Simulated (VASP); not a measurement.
An input for Ansatz (written as the equivalent of a VASP run, and not itself run):

Ansatz 0.2 input:
```yaml
crystal:
  lattice:
    - [0.0000000, 3.1675400, 3.1675400]
    - [3.1675400, 0.0000000, 3.1675400]
    - [3.1675400, 3.1675400, 0.0000000]
  atoms:
    - { symbol: Hg, position: [0.0000000, 0.0000000, 0.0000000] }
    - { symbol: Se, position: [0.7500000, 0.7500000, 0.7500000] }
kpoints:
  mp_grid: { grid: [12, 12, 12] }
hamiltonian:
  xc: pbe
  pseudopotentials: { kind: paw }
scf:
  occupations: { method: gaussian, width: 0.136 }
  max_iter: 100
output: { forces: true, stress: true, eigenvalues: true }
```

Task: Write the VASP files for the same calculation (PBE).

Result: Several could match; the one computed here: 
POSCAR:
```
HgSe
4.4795780
  0.0000000000   0.7071067855   0.7071067855
  0.7071067855   0.0000000000   0.7071067855
  0.7071067855   0.7071067855   0.0000000000
Hg Se
1 1
direct
  0.0000000000   0.0000000000   0.0000000000
  0.7500000000   0.7500000000   0.7500000000
```

INCAR:
```
ISIF=2   ! forces and stress, cell fixed
ENCUT=300   ! plane-wave cut-off (eV)
ALGO=Normal
SYSTEM=HgSe
LASPH=.True.   ! aspherical one-centre terms
LREAL=.False.   ! projection in real space or not
NELM=100
EDIFF=1E-6   ! SCF stop (eV)
LCHARG=.False.
ISMEAR=0
PREC=Accurate
SIGMA=0.136   ! width (eV)
GGA=PE   ! PBE
LMAXMIX=6   ! l cut-off of mixed one-centre charges
LWAVE=.False.
```

### KPOINTS
```
Automatic
0
gamma
 12 12 12
```

POTCAR, in this order: Hg Se (PBE.64 set). Program: vasp_std.

Limits of the translation: each code has its own PAW files, so the cut-off isn't converted (ENCUT is set for VASP's; basis.ecutwfc is left out, and Ansatz then takes the one that its files recommend); Ansatz stops its SCF on the density residual and VASP on the energy change (EDIFF).

The structure comes from a computed database's HgSe entry; how it stands against other phases isn't given here. The cell was not relaxed at this level.
